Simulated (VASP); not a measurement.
Energy against volume of Ta (bcc). These are SCAN meta-GGA, VASP's PBE PAW potentials (set 64) (plane waves; VASP) values and carry that method's errors. Numerical set-up: 520 eV cut-off, 16×16×16 Γ-centred mesh, first-order Methfessel-Paxton smearing of 0.10 eV, potentials Ta_pv.

```json
[
 {"V (Å³/atom)": "17.056", "E (eV/atom)": "-66.60127"},
 {"V (Å³/atom)": "17.584", "E (eV/atom)": "-66.61064"},
 {"V (Å³/atom)": "18.111", "E (eV/atom)": "-66.60061"},
 {"V (Å³/atom)": "18.639", "E (eV/atom)": "-66.57297"}
]
```

Problem. Fit these four points and predict the energy of the run at 16.529 Å³/atom.

Solution. A cubic in V^(−2/3), the third-order Birch-Murnaghan form, passes through the four points with V0 = 17.57 Å³/atom and B0 = 197 GPa, and gives -66.5705 eV/atom there. The run gave -66.5693 eV/atom, +1.2 meV/atom from the fit; all five points give B0 = 200 GPa.

The compound is Ta in the bcc structure. It was relaxed first.
